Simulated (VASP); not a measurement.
Input:

```yaml
crystal:
  lattice:
    - [0.00000, 1.94833, 1.94833]
    - [1.94833, 0.00000, 1.94833]
    - [1.94833, 1.94833, 0.00000]
  atoms:
    - { symbol: Pt, position: [0.00000, 0.00000, 0.00000] }
```

Calculation: SCAN meta-GGA, VASP's PBE PAW potentials (set 64) (plane waves; VASP). Numerical set-up: 520 eV cut-off, 18×18×18 Γ-centred mesh, tetrahedra with Blöchl corrections, potentials Pt.

Unless said otherwise, spin-orbit coupling is left out, though it shifts the bands of the heavy elements here.

### Question
Predict the energy per atom (σ→0), band gap (over mesh and band path) with the smallest direct gap where there is one.

### Answer

band gap (over mesh and band path): none (metal, semimetal or under 0.01 eV)
energy per atom (σ→0): -70254 meV/atom

The absolute energy has meaning only against runs of the same code, potentials and settings.

The compound is Pt in the fcc structure. It was relaxed first.
